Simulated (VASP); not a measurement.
# KMgH3 (Cmmm) in VASP: notebook, part 2 of 3

VASP 6.6.1. Earlier steps stand in the parts before.

## Step 3: Single point, LDA (strain +0.0750 x Voigt [0, 0, 0, 0, 0, 1], atoms carried along)

File INCAR:

```
PREC     = Accurate       # precision mode
ENCUT    = 520            # plane-wave cutoff, eV
EDIFF    = 1E-7           # SCF threshold, eV
ISMEAR   = 0              # smearing method
SIGMA    = 0.05           # smearing width, eV
LREAL    = F              # projectors in reciprocal space
LASPH    = T              # aspherical terms in the spheres
NELM     = 100            # most SCF steps
ALGO     = Normal         # electronic algorithm
ISIF     = 2              # what is computed and relaxed
LWAVE    = F              # write WAVECAR
LCHARG   = F              # write CHGCAR
GGA      = CA             # functional
NBANDS   = 15             # bands
```

File KPOINTS:

```
Automatic mesh
0
Gamma
  8 8 8
```

File POSCAR:

```
KMgH3
1.0
    4.0250000000      0.1509375000      0.0000000000
    0.1509375000      4.0250000000      0.0000000000
    0.0000000000      0.0000000000      4.0250000000
K Mg H
1 1 3
Direct
    0.0000000000      0.0000000000      0.0000000000
    0.5000000000      0.5000000000      0.5000000000
    0.0000000000      0.5000000000      0.5000000000
    0.5000000000      0.0000000000      0.5000000000
    0.5000000000      0.5000000000      0.0000000000
```

Potentials or basis: VASP PAW LDA potentials, release 64 (K_sv, Mg, H).

Run with:

```
> cat potpaw_LDA.64/K_sv/POTCAR potpaw_LDA.64/Mg/POTCAR potpaw_LDA.64/H/POTCAR > POTCAR
> mpirun -np 1 vasp_std > vasp.out
```

OUTCAR:

```text
PREC = Accurate
   ENCUT = 520
   EDIFF = 1E-7
   ISMEAR = 0
   LREAL = F
   LASPH = T
   NELM = 100
   ISIF = 2
   GGA = CA

 ion  position               nearest neighbor table
   1  0.000  0.000  0.000-   2 3.40   2 3.40   2 3.40   2 3.40   2 3.57   2 3.57   2 3.57   2 3.57

   2  0.500  0.500  0.500-   5 2.01   5 2.01   3 2.01   4 2.01   4 2.01   3 2.01   1 3.40   1 3.40
                             1 3.40   1 3.40   1 3.57   1 3.57   1 3.57   1 3.57
   3  0.000  0.500  0.500-   2 2.01   2 2.01
   4  0.500  0.000  0.500-   2 2.01   2 2.01
   5  0.500  0.500  0.000-   2 2.01   2 2.01

  LATTYP: Found a base centered orthorhombic cell.
 ALAT       =     5.4787517290
 B/A-ratio  =     1.0779220779
 C/A-ratio  =     0.7346563960

  Lattice vectors:

 A1 = (  -0.1509375000,  -4.0250000000,   0.0000000000)
 A2 = (   4.0250000000,   0.1509375000,   0.0000000000)
 A3 = (   0.0000000000,   0.0000000000,   4.0250000000)

Analysis of symmetry for initial positions (statically):
=====================================================================
 Subroutine PRICEL returns:
 Original cell was already a primitive cell.

 Routine SETGRP: Setting up the symmetry group for a
 base centered orthorhombic supercell.

 Subroutine GETGRP returns: Found  8 space group operations
 (whereof  8 operations were pure point group operations)
 out of a pool of  8 trial point group operations.

The static configuration has the point symmetry D_2h.

Analysis of symmetry for dynamics (positions and initial velocities):
=====================================================================
 Subroutine PRICEL returns:
 Original cell was already a primitive cell.

 Routine SETGRP: Setting up the symmetry group for a
 base centered orthorhombic supercell.

 Subroutine GETGRP returns: Found  8 space group operations
 (whereof  8 operations were pure point group operations)
 out of a pool of  8 trial point group operations.

The dynamic configuration has the point symmetry D_2h.

 Subroutine INISYM returns: Found  8 space group operations
 (whereof  8 operations are pure point group operations),
 and found     1 'primitive' translations

----------------------------------------------------------------------------------------

                                     Primitive cell

  volume of cell :      65.1158

  direct lattice vectors                    reciprocal lattice vectors
     4.025000000  0.150937500  0.000000000     0.248797076 -0.009329890  0.000000000
     0.150937500  4.025000000  0.000000000    -0.009329890  0.248797076  0.000000000
     0.000000000  0.000000000  4.025000000     0.000000000  0.000000000  0.248447205

  length of vectors
     4.027829084  4.027829084  4.025000000     0.248971950  0.248971950  0.248447205

  position of ions in fractional coordinates (direct lattice)
     0.000000000  0.000000000  0.000000000
     0.500000000  0.500000000  0.500000000
     0.000000000  0.500000000  0.500000000
     0.500000000  0.000000000  0.500000000
     0.500000000  0.500000000  0.000000000

  ion indices of the primitive-cell ions
   primitive index   ion index
                 1           1
                 2           2
[... 59 lines left out ...]
   total plane-waves  NPLWV =  27000
   dimension x,y,z NGX =    30 NGY =   30 NGZ =   30
   dimension x,y,z NGXF=    60 NGYF=   60 NGZF=   60
   ions per type =               1   1   3
   NGX,Y,Z   is equivalent  to a cutoff of  12.38, 12.38, 12.39 a.u.
   NGXF,Y,Z  is equivalent  to a cutoff of  24.76, 24.76, 24.78 a.u.
 SYSTEM =  unknown system
   PREC   = accura    normal or accurate (medium, high low for compatibility)
   ISTART =      0    job   : 0-new  1-cont  2-samecut
   ICHARG =      2    charge: 1-file 2-atom 10-const
   ISPIN  =      1    spin polarized calculation?
   LNONCOLLINEAR =      F non collinear calculations
   LSORBIT =      F    spin-orbit coupling
   LASPH  =      T    aspherical Exc in radial PAW
   ENCUT  =  520.0 eV  38.22 Ry    6.18 a.u.   7.49  7.49  7.48*2*pi/ulx,y,z
   NELM   =    100;   NELMIN=  2; NELMDL= -5     # of ELM steps
   EDIFF  = 0.1E-06   stopping-criterion for ELM
   LREAL  =      F    real-space projection
   EDIFFG = 0.1E-05   stopping-criterion for IOM
   NSW    =      0    number of steps for IOM
   IBRION =     -1    ionic relax: 0-MD 1-quasi-New 2-CG
   NFREE  =      0    steps in history (QN), initial steepest desc. (CG)
   ISIF   =      2    stress and relaxation
   ISYM   =      2    0-nonsym 1-usesym 2-fastsym
   POTIM  = 0.5000    time-step for ionic-motion
   TEBEG  =    0.0;   TEEND  =   0.0 temperature during run
   PSTRESS=    0.0 pullay stress
   NELECT =      14.0000    total number of electrons
   NUPDOWN=      -1.0000    fix difference up-down
   EMIN   =  10.00;   EMAX   =-10.00  energy-range for DOS
   EFERMI =   0.00;   METHOD = LEGACY
   ISMEAR =     0;   SIGMA  =   0.05  broadening in eV -4-tet -1-fermi 0-gaus
   EFERMI_NEDOS =   21; number of points for ismear=-14 and -15
   IALGO  =     38    algorithm
   IMIX   =      4    mixing-type and parameters
     AMIX     =   0.40;   BMIX     =  1.00
     AMIX_MAG =   1.60;   BMIX_MAG =  1.00
  volume/ion in A,a.u.               =      13.02        87.88
  Fermi-wavevector in a.u.,A,eV,Ry     =   0.980743  1.853336 13.086864  0.961857
  Thomas-Fermi vector in A             =   2.111697
   LORBIT       =      0    0 simple, 1 ext, 2 COOP (PROOUT), +10 PAW based schemes
   GGA     = CA    functional components
   LHFCALC =     F    Hartree Fock is set to
   AEXX    =    0.0000 exact exchange contribution
   IVDW    =     0    specifies the selected vdW correction
   LEPSILON=     F    determine dielectric tensor
   LRPA    =     F    only Hartree local field effects (RPA)
 non-spin polarized calculation
 Gauss-broadening in eV      SIGMA  =   0.05
  energy-cutoff  :      520.00
  volume of cell :       65.12
 maximum number of plane-waves:      1776
 NGX is ok and might be reduce to    30
   NGX = 15   NGY = 15   NGZ = 15

 number of electron      13.9999996 magnetization

 Free energy of the ion-electron system (eV)
  ---------------------------------------------------
  ext. energy  EPLUGINS =         0.00000000
  ---------------------------------------------------
  free energy    TOTEN  =       -15.04783081 eV

  energy without entropy =      -15.04783081  energy(sigma->0) =      -15.04783081

 E-fermi :   0.0181     XC(G=0):  -8.8151

 val. band max:       -0.2467186872   @ k =   0.0000   0.0000   0.5000
 cond. band min:       1.7514508216   @ k =   0.5000   0.5000   0.5000
 fundamental gap:      1.9981695088
 Fermi energy:         0.0181409166

 k-point     1 :       0.0000    0.0000    0.0000
  band No.  band energies     occupation
      1     -29.0048      2.00000
      2     -12.7222      2.00000
      3     -12.7067      2.00000
      4     -12.6849      2.00000
      5      -5.9151      2.00000
      6      -0.7985      2.00000
      7      -0.7417      2.00000
      8       5.2065      0.00000
      9       5.2141      0.00000
     10       5.2478      0.00000
     11       7.3087      0.00000
     12       7.5825      0.00000
     13       8.2714      0.00000
     14       8.5810      0.00000
[... 401 lines left out ...]
      2     -12.8349      2.00000
      3     -12.7316      2.00000
      4     -12.6882      2.00000
      5      -5.1965      2.00000
      6      -1.6583      2.00000
      7      -0.7755      2.00000
      8       4.5262      0.00000
      9       5.0343      0.00000
     10       6.0048      0.00000
     11       6.6383      0.00000
     12       7.5580      0.00000
     13       7.8699      0.00000
     14       8.8668      0.00000
     15       9.5141      0.00000

 [... further k-points ...]

------------------------ aborting loop because EDIFF is reached ----------------------------------------

  FORCE on cell =-STRESS in cart. coord.  units (eV):
  Direction    XX          YY          ZZ          XY          YZ          ZX
  --------------------------------------------------------------------------------------
  -------------------------------------------------------------------------------------
  Total       -1.2374280     -1.2374280     -1.2850892     -1.1138397      0.0000000      0.0000000
  in kB      -30.4469654    -30.4469654    -31.6196711    -27.4060699      0.0000000      0.0000000
  external PRESSURE =     -30.8378673 kB  Pullay stress =       0.0000000 kB

 VOLUME and BASIS-vectors are now :
 -----------------------------------------------------------------------------
  energy-cutoff  :      520.00
  volume of cell :       65.12
      direct lattice vectors                 reciprocal lattice vectors
     4.025000000  0.150937500  0.000000000     0.248797076 -0.009329890  0.000000000
     0.150937500  4.025000000  0.000000000    -0.009329890  0.248797076  0.000000000
     0.000000000  0.000000000  4.025000000     0.000000000  0.000000000  0.248447205

 POSITION                                       TOTAL-FORCE (eV/Angst)
 -----------------------------------------------------------------------------------
      0.00000      0.00000      0.00000         0.000000     -0.000000      0.000000
      2.08797      2.08797      2.01250        -0.000000     -0.000000      0.000000
      0.07547      2.01250      2.01250         0.000000     -0.000000      0.000000
      2.01250      0.07547      2.01250         0.000000      0.000000      0.000000
      2.08797      2.08797      0.00000        -0.000000     -0.000000      0.000000
 -----------------------------------------------------------------------------------
    total drift:                                0.000000      0.000000     -0.000000

  FREE ENERGIE OF THE ION-ELECTRON SYSTEM (eV)
  ---------------------------------------------------
  free  energy   TOTEN  =       -15.0478308059 eV

  energy  without entropy=      -15.0478308059  energy(sigma->0) =      -15.04783081
```

Run time: 36 s. Hardware: 1 thread of Intel Xeon 6975P-C (Granite Rapids), shared host; peak memory 0.23 GiB.

What came out:

| Item | Value |
| --- | --- |
| Free energy | -15.0478 eV |
| Pressure | -3.1 GPa |
| Band gap on the k mesh | 2.00 eV, indirect (least direct gap 3.94 eV) |

Stress tensor (GPa, compression positive):
```
-3.04 -2.74  0.00
-2.74 -3.04  0.00
 0.00  0.00 -3.16
```

A k mesh can miss the band edges.

(Part 2 of 3 ends here.)
